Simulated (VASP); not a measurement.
Sb (a7): computed properties

Level of theory: LDA (Ceperley-Alder, Perdew-Zunger), VASP's LDA PAW potentials (set 64) (plane waves; VASP 6.6.1).

- space group = R-3m (166)
- cell = a = b = 4.3009 Å, c = 10.9814 Å, α = β = 90.00°, γ = 120.00°
- volume per atom = 29.32 Å³/atom
- band gap (over mesh and band path) = none (metal, semimetal or under 0.01 eV)
- band gap with spin-orbit coupling = none (metallic)
- density = 6.90 g/cm³

```cif
data_Sb6
_chemical_formula_sum 'Sb6'
_space_group_name_H-M_alt 'R-3m :H'
_space_group_IT_number 166
_space_group_name_Hall '-R 3 2"'
_cell_length_a 4.30086
_cell_length_b 4.30086
_cell_length_c 10.98136
_cell_angle_alpha 90.000
_cell_angle_beta 90.000
_cell_angle_gamma 120.000
loop_
_atom_site_label
_atom_site_type_symbol
_atom_site_symmetry_multiplicity
_atom_site_Wyckoff_symbol
_atom_site_fract_x
_atom_site_fract_y
_atom_site_fract_z
_atom_site_occupancy
Sb1 Sb 6 c 0.00000 0.00000 0.23604 1
```
(The calculation used a cell of 2 atoms; values per cell refer to that cell.)

Measured: a 4.301 Å at 78 K (computed value off by -0.0 %), c 11.232 Å at 78 K (computed value off by -2.2 %), as given by Schiferl, Barrett, J. Appl. Cryst. 2, 30 (1969), COD 9009654. The calculation is for a static lattice, while the measured a, c hold thermal and zero-point effects, which are part of the difference. Unless said otherwise, spin-orbit coupling is left out, though it shifts the bands of the heavy elements here.

The compound is Sb in the a7 structure. It was relaxed first. Symmetry was kept, so distortions that lower it aren't found.
